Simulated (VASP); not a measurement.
Input of a VASP 6.6.1 run:

The input INCAR:

```
PREC = Accurate
ENCUT = 520
EDIFF = 1E-7
ISMEAR = 0
SIGMA = 0.1
LREAL = False
LASPH = True
NELM = 120
ALGO = Normal
ISIF = 3
LWAVE = False
LCHARG = False
GGA = PE
IBRION = 2
NSW = 60
EDIFFG = -0.005
POTIM = 0.3
KPAR = 4
```

KPOINTS

```
Automatic mesh
0
Gamma
  6 6 8
```

The input POSCAR:

```
Zr3PdSe4                                
1.0
    7.1645916106     -0.0000000000     -0.0000000000
   -3.5822958004      6.2047183454      0.0000000000
   -0.0000000000      0.0000000000      3.6537461509
  Zr              Pd              Se            
     3     1     4
Direct
     0.0193835989997986    0.5096917994998981    0.0000000000000000
     0.4903082005001020    0.9806164010002014    1.0000000000000000
     0.4903082005000995    0.5096917994999006    0.0000000000000000
     0.0000000000000000    0.0000000000000000    0.0000000000000000
     0.1661308001979091    0.8338691998020908    0.5000000000000000
     0.1661308001979086    0.3322616103958185    0.5000000000000000
     0.6666666699999979    0.3333333300000021    0.5000000000000000
     0.6677383896041815    0.8338691998020914    0.5000000000000000
```

Potentials or basis: VASP PAW PBE potentials, release 64 (Zr_sv, Pd, Se).

Command:

```console
$ cat potpaw_PBE.64/Zr_sv/POTCAR potpaw_PBE.64/Pd/POTCAR potpaw_PBE.64/Se/POTCAR > POTCAR
$ mpirun -np 4 vasp_std > vasp.out
```

(1) Estimate the band gap on the k mesh.

(2) Estimate the relaxed volume.

Answers

(1) none (metal or under the smearing width).

(2) 20.30 Å³/atom.
